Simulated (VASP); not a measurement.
Data:

```xyz
2
Lattice="0.0000 2.0400 2.0400 2.0400 0.0000 2.0400 2.0400 2.0400 0.0000" Properties=species:S:1:pos:R:3 pbc="T T T"
Li     0.0000     0.0000     0.0000
H      2.0400     2.0400     2.0400
```

These are PBE GGA, VASP's PBE PAW potentials (set 64) (plane waves; VASP) values and carry that method's errors. Numerical set-up: 520 eV cut-off, 10×10×10 Γ-centred mesh, Gaussian smearing of 0.050 eV, potentials Li_sv H.

Question: What does the run give for the energy per atom (σ→0), pressure, band gap (on the k-mesh) with the smallest direct gap where there is one?

Answer: 
```
Item                                                  Value
-----------------------------------  ----------------------
band gap (on the k-mesh)                            3.02 eV
smallest direct gap (on the k-mesh)                 3.02 eV
energy per atom (σ→0)                -295.3 kJ/mol of atoms
pressure                                          -2.01 GPa
```

The absolute energy has meaning only against runs of the same code, potentials and settings.

The compound is LiH in the rock salt structure. The cell was not relaxed at this level.
